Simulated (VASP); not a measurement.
Computed with LDA (Ceperley-Alder, Perdew-Zunger), VASP's LDA PAW potentials (set 64) (plane waves; VASP 6.6.1).

VASP input:

File KPOINTS:
```
K-points
0
Gamma
6 6 6
```

INCAR:
```
ALGO = Normal
EDIFF = 1E-6
EDIFFG = -0.01
ENCUT = 400
IBRION = 2
ISIF = 3
ISMEAR = 0
LASPH = .True.
LCHARG = .False.
LMAXMIX = 4
LREAL = .False.
LWAVE = .False.
NELM = 100
NSW = 60
PREC = Accurate
SIGMA = 0.05
SYSTEM = KBr
```

### POSCAR
```
KBr
1
    0.0000000000     3.2945400000     3.2945400000
    3.2945400000     0.0000000000     3.2945400000
    3.2945400000     3.2945400000     0.0000000000
K Br
1 1
Direct
  0.0000000000   0.0000000000   0.0000000000
  0.5000000000   0.5000000000   0.5000000000
```

POTCAR, in this order: K_sv Br (LDA.64 set). Program: vasp_std.

**Question.** What will the output report for the number of irreducible k-points (NKPTS), largest plane-wave count, number of space-group operations, FFT grid (NGX, NGY, NGZ)?

**Answer.** 
| Item | Value |
|---|---|
| number of irreducible k-points (NKPTS) | 16 |
| largest plane-wave count | 1315 |
| number of space-group operations | 48 |
| FFT grid (NGX, NGY, NGZ) | 30 × 30 × 30 |

The structure comes from a computed database's KBr entry (Fm-3m); how it stands against other phases isn't given here. This run relaxes it. Symmetry was kept, so distortions that lower it aren't found.
